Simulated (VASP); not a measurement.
Consider the following.

```
MgS
1.0
    0.00000     2.61133     2.61133
    2.61133     0.00000     2.61133
    2.61133     2.61133     0.00000
Mg S
1 1
Direct
  0.00000   0.00000   0.00000
  0.50000   0.50000   0.50000
```

All values below come from PW91 GGA, VASP's PBE PAW potentials (set 64) (plane waves; VASP 6.6.1). Run with 520 eV cut-off, Gaussian smearing of 0.050 eV, potentials Mg S.

Q: Give the energies of bands 2 to 7 at the high-symmetry points, in eV from the valence-band maximum.

A: 
| band | Γ | X | U | L | W |
|---|---|---|---|---|---|
| 2 | 0.00 | -4.12 | -3.63 | -4.76 | -3.17 |
| 3 | 0.00 | -1.65 | -3.13 | -0.57 | -3.17 |
| 4 | 0.00 | -1.65 | -1.34 | -0.57 | -2.32 |
| 5 | 3.65 | 2.77 | 3.91 | 4.55 | 5.22 |
| 6 | 7.98 | 4.46 | 6.71 | 6.91 | 7.96 |
| 7 | 7.98 | 11.90 | 9.66 | 6.91 | 7.96 |

The gap is indirect, 2.77 eV, from the valence maximum at Γ to the conduction minimum at X.

The compound is MgS in the rock salt structure. It was relaxed first.
